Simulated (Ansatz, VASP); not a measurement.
# La3AlN: VASP beside Ansatz, part 2 of 2

Aim: how closely do two programs agree when they are given the same cell, functional and k mesh? The cell is taken from a series of runs on this material, whose earlier steps may have relaxed, scaled, displaced or heated it; both programs get it as it stands.

VASP 6.6.1 and Ansatz 0.2.0.

So far: Set-up; VASP: relaxation of cell and atoms, PBEsol.

## Step 3: Ansatz: relaxation of cell and atoms, PBEsol

Level of this step: Ansatz beside VASP: Kohn-Sham DFT, plane waves, PBEsol (Ansatz).

Ansatz runs on its PAW soft_1 files.

The same cell, functional, mesh and smearing now go to Ansatz, which takes its cutoff from its data sets.

Input file input.yaml:

```yaml
crystal:
  lattice:
    - [5.0280049023, 0.0, 0.0]
    - [0.0, 5.0280049023, 0.0]
    - [0.0, 0.0, 5.0280049023]
  atoms:
    - { symbol: La, position: [0.5, 0.5, 0.0] }
    - { symbol: La, position: [0.0, 0.5, 0.5] }
    - { symbol: La, position: [0.5, 0.0, 0.5] }
    - { symbol: Al, position: [0.0, 0.0, 0.0] }
    - { symbol: "N", position: [0.5, 0.5, 0.5] }
kpoints:
  mp_grid: { grid: [8, 8, 8] }
hamiltonian:
  xc: pbesol
  pseudopotentials: { kind: paw, azcp: { folder: soft_1 }, xc_functional: pbe }
scf:
  occupations: { method: methfessel_paxton, width: 0.2 }
output:
  forces: true
  stress: true
  eigenvalues: true
relax:
  adjacent_minimum: "off"
  f_tol: 0.001
  max_steps: 60
  cell: { stress_tol: 0.01 }
```

Started as:

```bash
$ ansatz run input.yaml --threads 4 --pin off --max-ram 10240MiB --backend cpu --events-out ev --progress --plain --runs-dir out
```

Numbers of over 12 decimals in the logs are rounded to 6 here.

What it wrote:

```text
Engine: ansatz 0.2.0, aarch64-unknown-linux-gnu
Pseudopotentials: kind: paw
Pseudopotential: La, paw, valence charge 11, recommended cutoff 420 eV (normal), soft_1/La.paw.azcp
Pseudopotential: Al, paw, valence charge 3, recommended cutoff 420 eV (normal), soft_1/Al.paw.azcp
Pseudopotential: N, paw, valence charge 5, recommended cutoff 420 eV (normal), soft_1/N.paw.azcp
Functional definition: PBEsol
  exchange = pbesol_x
  correlation = pbesol_c
Crystal: 5 atoms, lattice volume = 127.112 Å³
Basis set: ecut = 420 eV, 2517 PW (Γ), exchange–correlation on 72×72×72 points (8 copies of the dense FFT grid, shifted against one another)
Bands: 26, of which v1, the nominal top of the filled ones, is band 21 counted from 1 (20 counted from 0)
Symmetry: 48 space group operations
Space group: Pm-3m (ITA 221), of the structure as read, at distance tolerance 5.0e-5 Å
k-points: 35 of 512
Non-local potential: La, projectors of the file, l = 0: 3, l = 1: 2, l = 2: 2, l = 3: 3
Non-local potential: Al, projectors of the file, l = 0: 2, l = 1: 2, l = 2: 1
Non-local potential: N, projectors of the file, l = 0: 2, l = 1: 2, l = 2: 1
PAW form: soft (Blöchl's): semilocal exchange-correlation on the pseudo side does not see the compensation charge
PAW frozen core: La, regenerated for the run's functional, and the local potential with it (the file was generated under x = pbe(κ = 0.804, μ = 0.219515), c = pbe(β = 0.066725))
PAW frozen core: Al, regenerated for the run's functional, and the local potential with it (the file was generated under x = pbe(κ = 0.804, μ = 0.219515), c = pbe(β = 0.066725))
PAW frozen core: N, regenerated for the run's functional, and the local potential with it (the file was generated under x = pbe(κ = 0.804, μ = 0.219515), c = pbe(β = 0.066725))
PAW one-centre angular grid: La, 590 points (default); XC on 64 Gauss nodes
PAW one-centre angular grid: Al, 110 points (default); XC on 64 Gauss nodes
PAW one-centre angular grid: N, 110 points (default); XC on 64 Gauss nodes
Initial density: superposition of atomic densities (chi_scale 0.1, normalization cell, long waves kept (reshape's long-wave potential 0.00 eV rms))
Initial wavefunctions: pseudopotential atomic-orbital guess
Functional: x = pbesol(κ = 0.804, μ = 0.123457), c = pbesol(β = 0.046)
SCF iter   1: F=—  HF=-19391.475124 eV  |F-HF|=—  |Δ(HF+E_count)|=         —  Δρ=2.54e-2  dr2=4.93e-1  ethr=3.10e-3  ⟨swp⟩=5.0  Hψ=4436  notcnv=0
preconditioner: auto → Kerker (q_TF=auto, 2.259 Å⁻¹)  [metal: Δε(μ)=0.080 eV  Ē_g=11.085 eV  σ=0.200 eV  W_gap=0.33  n_scr=26 (ndim 8)  ℏωp=19.5 eV  f_vac=0.000  D(μ)=1.74/eV (n_scr^D=6)]
SCF iter   2: F=—  HF=-19391.417654 eV  |F-HF|=—  |Δ(HF+E_count)|=   5.75e-2  S|Δr|=    0.00e0  Δρ=1.21e-2  dr2=1.66e-1  ethr=1.20e-3  ⟨swp⟩=2.2  Hψ=1675  notcnv=0  defer=6
SCF iter   3: F=—  HF=-19391.395624 eV  |F-HF|=—  |Δ(HF+E_count)|=   2.20e-2  S|Δr|=    0.00e0  Δρ=6.68e-3  dr2=3.91e-2  ethr=4.06e-4  ⟨swp⟩=2.9  Hψ=1391  notcnv=0  defer=6
SCF iter   4: F=—  HF=-19391.387335 eV  |F-HF|=—  |Δ(HF+E_count)|=   8.29e-3  S|Δr|=    0.00e0  Δρ=1.14e-3  dr2=1.66e-3  ethr=9.53e-5  ⟨swp⟩=2.0  Hψ=1091  notcnv=0  defer=6
SCF iter   5: F=—  HF=-19391.387321 eV  |F-HF|=—  |Δ(HF+E_count)|=   1.37e-5  S|Δr|=    0.00e0  Δρ=1.47e-4  dr2=5.92e-5  ethr=4.04e-6  ⟨swp⟩=2.4  Hψ=1640  notcnv=0  defer=6
SCF iter   6: F=—  HF=-19391.387367 eV  |F-HF|=—  |Δ(HF+E_count)|=   4.52e-5  S|Δr|=    0.00e0  Δρ=2.77e-5  dr2=2.40e-6  ethr=1.44e-7  ⟨swp⟩=2.0  Hψ=1193  notcnv=0  defer=7
SCF iter   7: F=—  HF=-19391.387366 eV  |F-HF|=—  |Δ(HF+E_count)|=   8.05e-7  S|Δr|=    0.00e0  Δρ=7.49e-6  dr2=1.79e-7  ethr=5.86e-9  ⟨swp⟩=2.0  Hψ=1603  notcnv=0  defer=7
SCF iter   8: F=-19391.387366 eV  HF=-19391.387366 eV  |F-HF|=2.14e-9  |Δ(HF+E_count)|=   2.82e-8  S|Δr|=    0.00e0  Δρ=1.59e-6  dr2=3.97e-9  ethr=2.44e-10  ⟨swp⟩=10.0  Hψ=4756  notcnv=0
SCF 1 converged in 8 iterations: F = -19391.387366 eV  dr2 = 3.97e-9
  greatest PAW one-centre occupation: 0.971 electrons in one spin orbital (limit 2), on the La atom at site 2 (counted from 0), in its partial waves of l = 0
relax step   1: F+E_penalty+E_count = -19391.38736582 eV  Δ(F+E_penalty+E_count) = +0.000e0 eV  max|allowed force component| = 6.153e-30 eV/Å  Δτ_max = 0.0000 Å  P = -0.023 GPa  Ω = 127.112 Å³  (8 SCF iters, dr2 threshold 1.00e-7 eV, accepted)
[...]
relax step   2: F+E_penalty+E_count = -19391.38739286 eV  Δ(F+E_penalty+E_count) = -2.705e-5 eV  max|allowed force component| = 8.221e-30 eV/Å  Δτ_max = 0.0000 Å  P = +0.027 GPa  Ω = 127.023 Å³  energy of the carried Pulay correction = +2.806e-5 eV  (6 SCF iters, dr2 threshold 1.36e-9 eV, rejected (line search))
[...]
relax step   3: F+E_penalty+E_count = -19391.38738182 eV  Δ(F+E_penalty+E_count) = -1.600e-5 eV  max|allowed force component| = 3.678e-30 eV/Å  Δτ_max = 0.0000 Å  P = -0.000 GPa  Ω = 127.071 Å³  energy of the carried Pulay correction = +1.299e-5 eV  (7 SCF iters, accepted)
[...]
relax step   4: F+E_penalty+E_count = -19391.38735911 eV  Δ(F+E_penalty+E_count) = +2.271e-5 eV  max|allowed force component| = 5.887e-30 eV/Å  Δτ_max = 0.0000 Å  P = -0.000 GPa  Ω = 127.071 Å³  stress off target by 2.73e-4 GPa  SCF on the basis re-selected at this cell (its energy is not comparable with the rows above)  (5 SCF iters)
basis re-selected at this cell: Δ(F+E_penalty+E_count) = +2.271e-5 eV, ΔP = -0.000 GPa vs the last step (what re-selecting the basis moved, of the pressure what is left beyond the Pulay correction that the steps carried, after the strain that the cell walked since its last selection, with what the two solves' SCF thresholds leave and, on support functions, any second-order correction that the steps lacked; it is no m [...]
SCF converged after 5 iterations
Stability not checked: this state was not tested for a lower state beside it, because cold or Methfessel-Paxton smearing, or corrected tetrahedra, fill the levels in a way that the test cannot read (fill_not_monotonic; see scf.lower_state_search)
Free energy (F): -19391.387359 eV
Harris-Foulkes:  -19391.387359 eV  (|F-HF|=7.28e-12)
Internal energy: -19391.400477 eV  (E = F + TS)
E sigma→0 (E₀):  -19391.390639 eV
Entropy (-TS):   0.013118 eV (2.624 meV/atom)
Fermi energy:    10.788856 eV
--- Per-component energies (eV) ---
  E_band       = -97.879112
  E_kinetic    = 710.199916
  E_local      = -1389.162439  (includes V_loc(G=0)·N_el)
  E_nonlocal   = 312.152944
  E_hartree    = 527.469728
  E_xc         = -522.537733
  E_vxc        = -539.333119  (∫ρ·V_xc dr)
  E_paw        = -16566.334687  (= ΣΔE_a)
  E_vpaw       = -246.676673  (= ΣTr[D̂ρ^β])
  E_aug_tail   = 0.000808  (compensation charges beyond the density's cutoff)
  E_ewald      = -2463.743360
  E_core_change = 0.554346  (= ΣΔE_core)
  E_smearing   = 0.013118  (= −TS)
  E_closure    = -0.000000  (closes the sum)
  Σ components = -19391.387359   (vs F -19391.387359, Δ=0.00e0)
--- Forces (eV/Å), atoms counted from 1 ---
  atom   1  La     0.00000000     0.00000000     0.00000000
  atom   2  La     0.00000000    -0.00000000    -0.00000000
  atom   3  La    -0.00000000     0.00000000     0.00000000
  atom   4  Al     0.00000000    -0.00000000    -0.00000000
  atom   5  N      0.00000000     0.00000000     0.00000000
  max |Σ_I F_I| component: 7.38e-30 eV/Å
--- Stress (GPa, compression-positive) ---
       -0.000273      -0.000000      -0.000000
       -0.000000      -0.000273       0.000000
       -0.000000       0.000000      -0.000273
  P = ⅓ Tr σ = -0.0003 GPa (-0.003 kbar)
--- Band table (eV; the first three rows and the last of 35) ---
  k-point 0: bands = [... 17 lower, 9.8151, 9.8151, 9.9090, 9.9090, 9.9090, 11.7358, 11.7358, 11.7358, ... 1 higher]
  k-point 1: bands = [... 17 lower, 9.7183, 9.9562, 9.9762, 10.0642, 10.0642, 11.6296, 11.6783, 11.6783, ... 1 higher]
  k-point 2: bands = [... 17 lower, 9.3373, 10.0847, 10.2388, 10.2388, 10.4270, 11.6406, 11.7337, 11.7337, ... 1 higher]
  k-point 34: bands = [... 17 lower, 11.2058, 11.2058, 11.2058, 11.5689, 11.5689, 11.5689, 12.4080, 12.4080, ... 1 higher]
--- Relaxed structure (3 steps of the walk, 2 accepted, 1 SCFs on fresh bases) ---
  F+E_penalty+E_count = -19391.38735911 eV   max|allowed force component| = 5.887e-30 eV/Å   (the final SCF, on the basis selected at the relaxed cell)
  cell:  # Å, volume = 127.0711 Å³
    - [5.027463, 0.0, 0]
    - [0.0, 5.027463, 0.0]
    - [0, 0.0, 5.027463]
  atoms:
    - { symbol: La, position: [0.5, 0.5, 0] }
    - { symbol: La, position: [0, 0.5, 0.5] }
    - { symbol: La, position: [0.5, 0, 0.5] }
    - { symbol: Al, position: [0, 0, 0] }
    - { symbol: N, position: [0.5, 0.5, 0.5] }
```

## Step 4: Differences

Known differences besides the potentials themselves: the cutoff is 420 eV in Ansatz and 600 eV in VASP; Ansatz makes its cores anew for this functional, VASP keeps those of its PBE data sets; Ansatz adds a Pulay correction to the stress that steers its cell, VASP none. Total energies have different zeros and are not compared.

Both answers:

```csv
quantity,Ansatz,VASP,difference
volume (Å³),127.07,127.02,+0.04 %
"edge a after relaxation, in the typed setting (Å)",5.027,5.027,+0.01 %
```

## Step 5: Results

| Item | Value |
| --- | --- |
| difference in volume (relaxation of cell and atoms, PBEsol) | 0.040 % |

What this shows: The difference in volume is 0.040 % (relaxation of cell and atoms, PBEsol), within the 1.2 % picked in this series as the mark of a large difference, as far as the stopping tolerances let one tell. 1 further pair of this series is not shown here. How closely two codes agree says nothing of how well the functional describes the real material.

[Lines on the potential files, build, host, timing and source positions are cut from VASP's logs without a mark.]

[Logs are printed without paths, hosts, clocks, repeated set-up lines and the standing remarks that a program may print on its own settings, such as how far it seeks lower states.]

[Hosts, paths, dates, database ids (printed as entryN), source tags and the programs' standing remarks are cut or masked in the printed files.]
